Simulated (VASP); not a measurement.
A run of VASP 6.6.1 is set up as follows.

Contents of INCAR:

```
SYSTEM = CuGe23
PREC = Accurate ; ENCUT = 350
EDIFF = 1E-5 ; ISMEAR = 0
SIGMA = 0.03 ; LREAL = Auto
LASPH = .True. ; NELM = 120
ALGO = Normal ; ISIF = 2
LWAVE = .False. ; LCHARG = .False.
ISPIN = 2 ; MAGMOM = 1 0 0 0 0 0 0 0 0 0 0 0 0 0 0 0 0 0 0 0 0 0 0 0
LORBIT = 11 ; NUPDOWN = 1
LMAXMIX = 4 ; LDAU = .True.
LDAUTYPE = 2 ; LDAUL = 2 -1
LDAUU = 5 0 ; LDAUJ = 0 0
LDAUPRINT = 1 ; GGA = PS
NBANDS = 188 ; ISYM = 0
KPAR = 2
```

File KPOINTS:

```
regular mesh
0
Gamma
  2 2 2
  0 0 0
```

POSCAR

```
CuGe23                                  
1.0
    0.0000000000      8.4863100000      8.4863100000
    5.6575400000      0.0000000000      5.6575400000
    5.6575400000      5.6575400000      0.0000000000
  Cu              Ge            
     1    23
Direct
     0.9997845806103637    0.0004641225729317    0.9981968130540594
     0.0006844431560808    0.0023887146969546    0.4953456694322084
     0.0011871055331935    0.4979780686574852    0.0017106155070032
     0.0016794340678711    0.4958068289107706    0.4964752163893178
     0.3289508089723974    0.0009779625105509    0.0028907142349665
     0.3284108972601560    0.0027256521864391    0.4999144740828792
     0.3283422678112448    0.5011966154689039    0.0045477622885648
     0.3308684968183000    0.5000952882276103    0.5035282754013516
     0.6674923687298370    0.0011213710172493    0.0004758771919635
     0.6654810512181369    0.9993401320503220    0.4964987280654549
     0.6664321067913790    0.4961755743133834    0.0032404523177432
     0.6657628383247175    0.4983038022503877    0.5019659925187966
     0.0780414097847093    0.1212290941692507    0.1187124291665520
     0.0784952113336991    0.1189594100338623    0.6395126297024195
     0.0784100835183859    0.6415792311844494    0.1198582186673836
     0.0815216713526208    0.6254492205903607    0.6248586554496308
     0.4170396716220903    0.1251596042060675    0.1238159004004928
     0.4158477495525828    0.1224115056141790    0.6258618631698238
     0.4168060030905295    0.6238407227079283    0.1260219680577576
     0.4174258384274236    0.6255048745911775    0.6273673072880589
     0.7599287808026758    0.1193391031386339    0.1195805517345420
     0.7512993211153516    0.1202813186665932    0.6243587681984368
     0.7517430075268715    0.6248845362601951    0.1239434103808893
     0.7525298525793799    0.6223932459743343    0.6261697072997041
```

Potentials or basis: VASP PAW PBE potentials, release 64 (Cu, Ge_d).

Launch:

```bash
$ cat potpaw_PBE.64/Cu/POTCAR potpaw_PBE.64/Ge_d/POTCAR > POTCAR
$ mpirun -np 4 vasp_std > vasp.out
```

Question: What does it give for the largest force?

Answer: 0.279 eV/Å.

Forces in eV/Å, atoms in the order of the input:
```
Cu   0.118 -0.170 -0.186
Ge  -0.081  0.069 -0.131
Ge  -0.084 -0.121  0.049
Ge   0.193  0.087  0.079
Ge  -0.043 -0.048 -0.038
Ge  -0.029  0.015 -0.003
Ge  -0.048 -0.001  0.009
Ge  -0.121  0.100  0.110
Ge   0.004 -0.058 -0.071
Ge  -0.007 -0.022  0.026
Ge  -0.030 -0.004 -0.034
Ge  -0.132  0.104  0.117
Ge  -0.032  0.151  0.139
Ge  -0.121  0.122  0.102
Ge  -0.134  0.088  0.121
Ge   0.059 -0.071 -0.072
Ge  -0.042  0.014 -0.007
Ge   0.140 -0.001  0.015
Ge   0.140 -0.011 -0.002
Ge  -0.006 -0.147 -0.142
Ge  -0.014  0.183  0.172
Ge   0.118 -0.122 -0.020
Ge   0.091 -0.042 -0.131
Ge   0.059 -0.114 -0.102
```

Caveat: the k mesh is coarse (spacing up to 0.48 Å⁻¹), so the values aren't converged; the PAW data sets were made with another functional, which shifts forces and pressure a little; the total moment is fixed, so each spin has its own Fermi level; the U is typed as a test and isn't derived for this compound. The state reached can hang on the start; a lower one may exist.
